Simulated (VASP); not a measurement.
The system is AgCl (Chlorargyrite).

```
Ag Cl
1.0
     0.00000    2.80534    2.80534
     2.80534    0.00000    2.80534
     2.80534    2.80534    0.00000
Ag Cl
1 1
Cartesian
  0.0000 0.0000 0.0000
  2.8053 2.8053 2.8053
```

* Program: VASP 6.6.1
* Task: relaxation of cell and atoms
* Functional: LDA
* Potentials or basis: VASP PAW LDA potentials, release 64 (Ag, Cl)
* Cutoff: 600 eV
* k mesh: 8 × 8 × 8
* Occupations: gaussian, width 0.02 eV
* Spin: no spin polarisation

At the start: pressure -6.8 GPa; volume 22.08 Å³/atom.

Where does the relaxation end?

Over 3 steps the energy falls by 69.7 meV/atom and the volume is 19.21 Å³/atom (-13.0 %); space group Fm-3m (No. 225, to 0.05 Å).

Step by step:
```csv
step,energy change (eV),largest force (eV/Å),pressure (GPa),volume (Å³)
1,0.0000,0.0000,-6.76,44.16
2,-0.1394,0.0000,-0.08,38.47
3,-0.1394,0.0000,0.00,38.43
```

Final structure:
```cif
data_structure
_symmetry_space_group_name_H-M 'P 1'
_symmetry_Int_Tables_number 1
_cell_length_a 3.7878
_cell_length_b 3.7878
_cell_length_c 3.7878
_cell_angle_alpha 60.000
_cell_angle_beta 60.000
_cell_angle_gamma 60.000
_cell_volume 38.43
loop_
_atom_site_label
_atom_site_type_symbol
_atom_site_fract_x
_atom_site_fract_y
_atom_site_fract_z
_atom_site_occupancy
Ag1 Ag 0.00000 0.00000 0.00000 1
Cl1 Cl 0.50000 0.50000 0.50000 1
```
